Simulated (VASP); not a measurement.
The input files of a VASP run:

### INCAR
```
ALGO = Normal
LREAL = .FALSE.   ! projection in real space or not
NELM = 100   ! most electronic steps
LWAVE = .FALSE.
SIGMA = 0.1
ENCUT = 520
PREC = Accurate
LCHARG = .FALSE.
ISMEAR = 1
ISIF = 2
EDIFF = 1E-7   ! SCF stop (eV)
GGA = 91   ! PW91
SYSTEM = Rb
LASPH = .TRUE.   ! aspherical one-centre terms
LMAXMIX = 4   ! l cut-off of mixed one-centre charges
```

File KPOINTS:
```
Automatic mesh
0
Gamma
9 9 9
0 0 0
```

File POSCAR:
```
Rb
1
   -2.8050565268     2.8050565268     2.8050565268
    2.8050565268    -2.8050565268     2.8050565268
    2.8050565268     2.8050565268    -2.8050565268
Rb
1
Direct
  0.0000000000   0.0000000000   0.0000000000
```

POTCAR, in this order: Rb_sv (PBE.64 set). Program: vasp_std.

Question: Translate this PW91 calculation to Quantum ESPRESSO's pw.x.

Answer: One equivalent input (not run):
```
&CONTROL
  calculation = 'scf'
  pseudo_dir = './pseudo'
  outdir = './out'
  tprnfor = .true.
  tstress = .true.
/
&SYSTEM
  ibrav = 0
  nat = 1
  ntyp = 1
  ecutwfc = 46.3
  occupations = 'smearing'
  smearing = 'methfessel-paxton'
  degauss = 0.00735
  input_dft = 'pw91'
/
&ELECTRONS
  conv_thr = 7.3e-09
  electron_maxstep = 100
/
ATOMIC_SPECIES
  Rb 85.468 Rb.upf
CELL_PARAMETERS angstrom
    -2.8050565    2.8050565    2.8050565
     2.8050565   -2.8050565    2.8050565
     2.8050565    2.8050565   -2.8050565
ATOMIC_POSITIONS crystal
  Rb   0.0000000  0.0000000  0.0000000
K_POINTS automatic
  9 9 9 0 0 0
```
What does not carry over: the potentials are each code's own (VASP's PAW set, PseudoDojo norm-conserving files in pw.x), so ENCUT and ecutwfc are chosen apart and not converted; conv_thr bounds pw.x's estimated SCF error, while EDIFF bounds the energy change between steps.

The compound is Rb in the bcc structure. This cell is one point of a volume scan, at 0.97 of the reference volume.
